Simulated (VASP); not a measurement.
```xyz
8
Lattice="5.8578 0.0000 0.0000 0.0000 5.8578 0.0000 0.0000 0.0000 5.8492" Properties=species:S:1:pos:R:3 pbc="T T T"
Hg     0.0000     0.0000     0.0000
Hg     2.9289     2.9289     0.0000
S      1.4644     1.4644     1.4800
S      4.3933     4.3933     1.4800
S      4.3933     1.4644     4.3692
S      1.4644     4.3933     4.3692
Cd     2.9289     0.0000     2.9246
Cd     0.0000     2.9289     2.9246
```

Level of theory: PBEsol GGA, VASP's PBE PAW potentials (set 64) (plane waves; VASP 6.6.1). Settings: 400 eV cut-off, 5×5×5 Γ-centred mesh, tetrahedra with Blöchl corrections, potentials Hg S Cd.

Unless said otherwise, spin-orbit coupling is left out, though it shifts the bands of the heavy elements here.

Problem. Predict the energy per atom (σ→0), band gap (on the k-mesh) with the smallest direct gap where there is one.

Solution. 
- band gap (on the k-mesh) = 0.19 eV
- smallest direct gap (on the k-mesh) = 0.19 eV
- energy per atom (σ→0) = -3.019 eV/atom

The structure was generated: Cd2Hg2S4 was put into an ordered model structure (P-4m2), which need not be its known phase. It was relaxed first.
